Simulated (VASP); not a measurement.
OSZICAR of a VASP run on CdSe (wurtzite):

File OSZICAR:
```
       N       E                     dE             d eps       ncg     rms          rms(c)
DAV:   1     0.221752487021E+03    0.22175E+03   -0.16005E+04   616   0.138E+03
DAV:   2    -0.205080655898E+02   -0.24226E+03   -0.23695E+03   658   0.343E+02
DAV:   3    -0.349180420059E+02   -0.14410E+02   -0.14348E+02   718   0.848E+01
DAV:   4    -0.350591728574E+02   -0.14113E+00   -0.14103E+00   688   0.844E+00
DAV:   5    -0.350603171215E+02   -0.11443E-02   -0.11442E-02   742   0.668E-01    0.178E+01
DAV:   6    -0.122849391801E+02    0.22775E+02   -0.56617E+01   628   0.104E+02    0.124E+01
DAV:   7    -0.820415291093E+01    0.40808E+01   -0.36933E+00   616   0.192E+01    0.778E+00
DAV:   8    -0.108921112951E+02   -0.26880E+01   -0.63337E+00   616   0.270E+01    0.471E+00
DAV:   9    -0.675317647356E+01    0.41389E+01   -0.24920E+00   616   0.166E+01    0.107E+00
DAV:  10    -0.571245363912E+01    0.10407E+01   -0.15119E+00   616   0.121E+01    0.142E+00
DAV:  11    -0.676183360330E+01   -0.10494E+01   -0.78766E-01   616   0.916E+00    0.156E+00
DAV:  12    -0.679809778549E+01   -0.36264E-01   -0.34922E-02   712   0.228E+00    0.845E-01
DAV:  13    -0.682420299825E+01   -0.26105E-01   -0.20527E-02   640   0.159E+00    0.441E-01
DAV:  14    -0.682498536932E+01   -0.78237E-03   -0.24844E-03   690   0.504E-01    0.255E-01
DAV:  15    -0.682768492393E+01   -0.26996E-02   -0.16304E-03   634   0.401E-01    0.797E-02
DAV:  16    -0.682812407100E+01   -0.43915E-03   -0.63110E-04   634   0.254E-01    0.594E-02
DAV:  17    -0.682783156176E+01    0.29251E-03   -0.33213E-04   634   0.210E-01    0.444E-02
DAV:  18    -0.682825371497E+01   -0.42215E-03   -0.53705E-04   628   0.278E-01    0.219E-02
DAV:  19    -0.682826384917E+01   -0.10134E-04   -0.13570E-05   742   0.395E-02    0.913E-03
DAV:  20    -0.682826602692E+01   -0.21777E-05   -0.73584E-07   676   0.881E-03    0.608E-03
DAV:  21    -0.682826787786E+01   -0.18509E-05   -0.10869E-06   676   0.963E-03    0.123E-03
DAV:  22    -0.682826784726E+01    0.30601E-07   -0.12495E-07   428   0.431E-03
   1 F= -.68282678E+01 E0= -.68282678E+01  d E =-.682827E+01
```

Question: Which electronic solver shows in the log?

Answer: It is blocked Davidson (ALGO = Normal, or the opening steps of other solvers). The INCAR had ALGO = Normal.

Question: Can the final energy be trusted as converged?

Answer: The run converged. It stopped with EDIFF = 1E-7, NELM = 100, NSW = 30 and EDIFFG = -0.01 after 1 ionic step (MS2 meta-GGA, plane waves, VASP's PBE PAW potentials (set 64)).

The compound is CdSe in the wurtzite structure. This cell is one point of a volume scan, at 1.03 of the reference volume.
